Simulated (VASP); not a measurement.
Consider the following.

```
CELL_PARAMETERS angstrom
      0.00000     3.50442     3.50442
      3.50442     0.00000     3.50442
      3.50442     3.50442     0.00000
ATOMIC_POSITIONS crystal
  Rb 0.00000 0.00000 0.00000
  Cl 0.50000 0.50000 0.50000
```

The numbers are results of revPBE GGA, VASP's PBE PAW potentials (set 64) (plane waves; VASP 6.6.1), not measurements. Settings: 520 eV cut-off, 7×7×7 Γ-centred mesh, Gaussian smearing of 0.050 eV, potentials Rb_sv Cl.

Q: Predict the energy per atom (σ→0), band gap (on the k-mesh) with the smallest direct gap where there is one.

A: 
| Property | Result |
|---|---|
| band gap (on the k-mesh) | 4.75 eV |
| smallest direct gap (on the k-mesh) | 4.75 eV |
| energy per atom (σ→0) | -3.183 eV/atom |

Total energies compare only between runs with the same potentials, cut-off and functional.

The compound is RbCl in the rock salt structure. This cell is one point of a volume scan, at 1.06 of the reference volume.
